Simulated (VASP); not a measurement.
Here is a VASP 6.6.1 calculation.

Contents of INCAR:

```
SYSTEM = ZnB
ALGO = Normal
EDIFF = 1E-6
ENCUT = 520
ISIF = 2
ISMEAR = -1
LASPH = .True.
LCHARG = .False.
LMIXTAU = .True.
LREAL = .False.
LWAVE = .False.
METAGGA = SCAN
NBANDS = 14
NELM = 60
PREC = Accurate
SIGMA = 0.05
```

The input KPOINTS:

```
k-points
0
Gamma
  9 9 9
  0 0 0
```

File POSCAR:

```
ZnB
1.0
    2.8073700000      0.0000000000      0.0000000000
    0.0000000000      2.8073700000      0.0000000000
    0.0000000000      0.0000000000      2.8073700000
Zn B
1 1
Direct
    0.0000000000      0.0000000000      0.0000000000
    0.5000000000      0.5000000000      0.5000000000
```

File KPOINTS_OPT:

```
path GXMGRX,MR
15
line-mode
reciprocal
 0.0000000000  0.0000000000  0.0000000000  G
 0.0000000000  0.5000000000  0.0000000000  X

 0.0000000000  0.5000000000  0.0000000000  X
 0.5000000000  0.5000000000  0.0000000000  M

 0.5000000000  0.5000000000  0.0000000000  M
 0.0000000000  0.0000000000  0.0000000000  G

 0.0000000000  0.0000000000  0.0000000000  G
 0.5000000000  0.5000000000  0.5000000000  R

 0.5000000000  0.5000000000  0.5000000000  R
 0.0000000000  0.5000000000  0.0000000000  X

 0.5000000000  0.5000000000  0.0000000000  M
 0.5000000000  0.5000000000  0.5000000000  R
```

Potentials or basis: VASP PAW PBE potentials, release 64 (Zn, B).

The run is started by

```bash
$ cat potpaw_PBE.64/Zn/POTCAR potpaw_PBE.64/B/POTCAR > POTCAR
$ mpirun -np 1 vasp_std > vasp.out
```

Question: Predict the pressure.

Answer: -4.0 GPa.

Question: Estimate the band gap along the path.

Answer: None (metal or under the smearing width).

Levels at the corners of the path, in eV from the Fermi level:
| point | band 6 | band 7 | band 8 | band 9 | band 10 | band 11 |
| --- | --- | --- | --- | --- | --- | --- |
| Γ | -7.77 | 1.98 | 1.98 | 1.98 | 7.56 | 9.83 |
| X | -7.74 | -6.46 | 4.65 | 4.65 | 10.50 | 10.60 |
| X | -7.74 | -6.46 | 4.65 | 4.65 | 10.50 | 10.60 |
| M | -4.95 | -4.95 | -3.40 | -0.54 | 5.32 | 12.98 |
| M | -4.95 | -4.95 | -3.40 | -0.54 | 5.32 | 12.98 |
| Γ | -7.77 | 1.98 | 1.98 | 1.98 | 7.56 | 9.83 |
| Γ | -7.77 | 1.98 | 1.98 | 1.98 | 7.56 | 9.83 |
| R | -2.05 | -0.11 | -0.11 | -0.11 | 2.34 | 2.34 |
| R | -2.05 | -0.11 | -0.11 | -0.11 | 2.34 | 2.34 |
| X | -7.74 | -6.46 | 4.65 | 4.65 | 10.50 | 10.60 |
| M | -4.95 | -4.95 | -3.40 | -0.54 | 5.32 | 12.98 |
| R | -2.05 | -0.11 | -0.11 | -0.11 | 2.34 | 2.34 |

Caveat: the PAW data sets were made with another functional, which shifts forces and pressure a little.
